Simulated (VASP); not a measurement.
Here is the system:

```
CELL_PARAMETERS angstrom
      2.17037    -6.08311     0.00000
      2.17037     6.08311     0.00000
      0.00000     0.00000     4.84716
ATOMIC_POSITIONS crystal
  Tl 0.39027 0.60973 0.75000
  Tl 0.60973 0.39027 0.25000
  Br 0.86401 0.13599 0.25000
  Br 0.13599 0.86401 0.75000
```

Calculation: PBEsol GGA, VASP's PBE PAW potentials (set 64) (plane waves; VASP 6.6.1). Settings: 400 eV cut-off, 6×6×5 Γ-centred mesh, tetrahedra with Blöchl corrections, potentials Tl_d Br.

The cores are frozen, which limits the accuracy of field gradients.

Problem. Give the principal components of the electric field gradient (V/Å²) and the asymmetry η at each nucleus.

Solution. 
| atom | Vxx | Vyy | Vzz | η |
|---|---|---|---|---|
| Tl1 | -24.7 | -8.2 | 32.9 | 0.50 |
| Tl2 | -24.7 | -8.2 | 32.9 | 0.50 |
| Br3 | -8.1 | -2.9 | 11.1 | 0.47 |
| Br4 | -8.1 | -2.9 | 11.1 | 0.47 |

The structure comes from a computed database's TlBr entry (Cmcm); how it stands against other phases isn't given here. It was relaxed first, which changed the volume by -6 %.
